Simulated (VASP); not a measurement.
Calculation: PBEsol GGA, VASP's PBE PAW potentials (set 64) (plane waves; VASP).

The input files of a VASP run:

**INCAR**
```
# general
SYSTEM =MgZn2O3
PREC   =Accurate
ENCUT  =520   # plane-wave cut-off (eV)
LREAL  =F
LASPH  =T   # aspherical one-centre terms
NBANDS =78

# electronic loop
EDIFF  =1E-7   # SCF stop (eV)
NELM   =100
ALGO   =Normal
LMAXMIX=4   # l cut-off of mixed one-centre charges

# smearing
ISMEAR =0
SIGMA  =0.01

# functional
GGA    =PS   # PBEsol

# output
LWAVE  =F
LCHARG =F
NEDOS  =1001

# other
LOPTICS=T
CSHIFT =0.1
```

**KPOINTS**
```
Automatic mesh
0
Gamma
15 15 6
0 0 0
```

**POSCAR**
```
MgZn2O3
1
    3.0098517044     0.0000000000     0.0000000000
   -1.5049258522     2.6066078962     0.0000000000
    0.0000000000     0.0000000000     7.3449728101
Mg Zn O
1 2 3
Direct
  0.0000000000   0.0000000000   0.0000000000
  0.3333330000   0.6666670000   0.6685072563
  0.6666670000   0.3333330000   0.3314927437
  0.3333330000   0.6666670000   0.1610747335
  0.6666670000   0.3333330000   0.8389252665
  0.0000000000   0.0000000000   0.5000000000
```

POTCAR, in this order: Mg Zn O (PBE.64 set). Program: vasp_std.

The dielectric response may not be converged in the k-mesh; for small gaps it tends to come out too large.

Predict the energy per atom (σ→0), band gap (on the k-mesh).

The energy per atom (σ→0) is -5.250 eV/atom and the band gap (on the k-mesh) comes out as 1.84 eV.

OSZICAR:
```
...
DAV:  10    -0.315013491570E+02    0.23496E-03   -0.37158E-03 25934   0.222E-01    0.110E-01
DAV:  11    -0.315012594192E+02    0.89738E-04   -0.29943E-04 27670   0.939E-02    0.378E-02
DAV:  12    -0.315012710369E+02   -0.11618E-04   -0.80951E-05 26066   0.364E-02    0.101E-02
DAV:  13    -0.315012738349E+02   -0.27980E-05   -0.41038E-06 27026   0.954E-03    0.243E-03
DAV:  14    -0.315012742904E+02   -0.45551E-06   -0.48198E-07 27318   0.339E-03    0.774E-04
DAV:  15    -0.315012743847E+02   -0.94296E-07   -0.26883E-08 15852   0.971E-04
   1 F= -.31501274E+02 E0= -.31501274E+02  d E =-.299440E-26
 imaginary and real dielectric function
```

The structure comes from a computed database's MgZn2O3 entry (P-3m1); how it stands against other phases isn't given here. It was relaxed first.
